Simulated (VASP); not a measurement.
```
CELL_PARAMETERS angstrom
     -1.48545     1.48545     1.48545
      1.48545    -1.48545     1.48545
      1.48545     1.48545    -1.48545
ATOMIC_POSITIONS crystal
  V  0.00000 0.00000 0.00000
```

Method: optB86b-vdW, VASP's PBE PAW potentials (set 64) (plane waves; VASP). Settings: 520 eV cut-off, 19×19×19 Γ-centred mesh, tetrahedra with Blöchl corrections, potentials V_sv.

Problem. What does the run give for the energy per atom (σ→0), band gap (on the k-mesh) with the smallest direct gap where there is one?

Solution. 
band gap (on the k-mesh): none (metal, semimetal or under 0.01 eV)
energy per atom (σ→0): -6.047 eV/atom

Only differences to runs with the same potentials and settings are physical.

The compound is V in the bcc structure. It was relaxed first, which changed the volume by -6 %. The run is not spin-polarised, so no magnetic state was tried.
